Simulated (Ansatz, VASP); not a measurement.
**Two plane-wave programs on LaNb3N6**

The input INCAR:

```
  PREC = Accurate
  ENCUT = 520
  EDIFF = 1E-7
  ISMEAR = 0
  SIGMA = 0.1
  LREAL = F
  LASPH = T
  NELM = 80
  ALGO = Normal
  ISIF = 2
  LWAVE = F
  LCHARG = F
  GGA = PE
  NBANDS = 51
```

KPOINTS

```
regular mesh
0
Gamma
  4 4 4
```

POSCAR

```
LaNb3N6
1.0
    0.0000000000      4.0069111100      4.0069111100
    4.0069111100      0.0000000000      4.0069111100
    4.0069111100      4.0069111100      0.0000000000
La Nb N
1 3 6
Direct
    0.0000000000      0.0000000000      0.0000000000
    0.7500000000      0.7500000000      0.7500000000
    0.2500000000      0.2500000000      0.2500000000
    0.5000000000      0.5000000000      0.5000000000
    0.7859129500      0.2140870500      0.2140870500
    0.2140870500      0.2140870500      0.7859129500
    0.2140870500      0.7859129500      0.7859129500
    0.2140870500      0.7859129500      0.2140870500
    0.7859129500      0.2140870500      0.7859129500
    0.7859129500      0.7859129500      0.2140870500
```

Input for Ansatz:

```yaml
crystal:
  lattice:
    - [0.0, 4.00691111, 4.00691111]
    - [4.00691111, 0.0, 4.00691111]
    - [4.00691111, 4.00691111, 0.0]
  atoms:
    - { symbol: La, position: [0.0, 0.0, 0.0] }
    - { symbol: Nb, position: [0.75, 0.75, 0.75] }
    - { symbol: Nb, position: [0.25, 0.25, 0.25] }
    - { symbol: Nb, position: [0.5, 0.5, 0.5] }
    - { symbol: "N", position: [0.78591295, 0.21408705, 0.21408705] }
    - { symbol: "N", position: [0.21408705, 0.21408705, 0.78591295] }
    - { symbol: "N", position: [0.21408705, 0.78591295, 0.78591295] }
    - { symbol: "N", position: [0.21408705, 0.78591295, 0.21408705] }
    - { symbol: "N", position: [0.78591295, 0.21408705, 0.78591295] }
    - { symbol: "N", position: [0.78591295, 0.78591295, 0.21408705] }
basis:
  ecutwfc: 420
kpoints:
  mp_grid: { grid: [4, 4, 4] }
hamiltonian:
  xc: pbe
scf:
  occupations: { method: gaussian, width: 0.1 }
  lower_state_search: "off"
output:
  forces: true
  stress: true
  eigenvalues: true
```

Change from the starting cell: species swapped into the Cs3InF6 type (Fm-3m, No. 225).

Alike in both runs: task single point; functional PBE; k mesh 4 × 4 × 4; occupations gaussian, width 0.1 eV; no spin polarisation.

|  | VASP | Ansatz |
| --- | --- | --- |
| version | VASP 6.6.1 | Ansatz 0.2.0 |
| potentials or method | VASP PAW PBE potentials, release 64 (La, Nb_sv, N) | scalar-relativistic, plane waves, PAW |
| plane-wave cutoff (eV) | 520 | 420 |
| valence electrons in the cell | 80 | 80 |

VASP gave:

```
gap on the k mesh at the Fermi level (eV) : none
pressure (GPa)                            : 11.4
rms of the force components (eV/Å)        : 4.627
```

Task: Estimate Ansatz's values.

Result: gap on the k mesh at the Fermi level (eV): none; pressure (GPa): 10.9; rms of the force components (eV/Å): 4.528.

Atom by atom the forces differ by 0.099 eV/Å (rms over components). A gap of «none» marks a metal or a gap that the smearing closes.

Caveats: forces of over 1 eV/Å show positions far from the minimum, so gaps and moduli don't describe the material at rest. Spin-orbit coupling is left out, which matters for the levels of La.
